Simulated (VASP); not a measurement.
A run of VASP 6.6.1 is set up as follows.

The input INCAR:

```
SYSTEM = GaSb
  ALGO = Fast
  EDIFF = 1E-6
  ENCUT = 520
  GGA = PS
  GGA_COMPAT = .FALSE.
  ISIF = 2
  ISMEAR = 0
  LASPH = .TRUE.
  LCHARG = .FALSE.
  LORBIT = 11
  LREAL = .FALSE.
  LSORBIT = .TRUE.
  LWAVE = .FALSE.
  MAGMOM = 0 0 0 0 0 0
  NBANDS = 32
  NELM = 80
  PREC = Accurate
  SIGMA = 0.03
```

The input KPOINTS:

```
k-points
0
G
  6 6 6
  0 0 0
```

Contents of POSCAR:

```
GaSb                                    
1.0
   -0.0000000000      3.0573977451      3.0573977451
    3.0573977451      0.0000000000      3.0573977451
    3.0573977451      3.0573977451      0.0000000000
  Ga              Sb            
     1     1
Direct
     1.0000000000000000    1.0000000000000000    1.0000000000000000
     0.2500000000000000    0.2500000000000000    0.2500000000000000
```

The input KPOINTS_OPT:

```
explicit points
209
Reciprocal
 0.0000000000  0.0000000000  0.0000000000 1
 0.0263157895  0.0000000000  0.0263157895 1
 0.0526315789  0.0000000000  0.0526315789 1
 0.0789473684  0.0000000000  0.0789473684 1
 0.1052631579  0.0000000000  0.1052631579 1
 0.1315789474  0.0000000000  0.1315789474 1
[... 201 lines left out ...]
 0.4250000000  0.0000000000  0.4250000000 1
 0.4500000000  0.0000000000  0.4500000000 1
```

Potentials or basis: VASP PAW PBE potentials, release 64 (Ga_d, Sb).

Launch:

```sh
$ cat potpaw_PBE.64/Ga_d/POTCAR potpaw_PBE.64/Sb/POTCAR > POTCAR
$ mpirun -np 1 vasp_ncl > vasp.out
```

Question: Predict the pressure.

Answer: 0.2 GPa.

Caveat: the PAW data sets were made with another functional, which shifts forces and pressure a little.
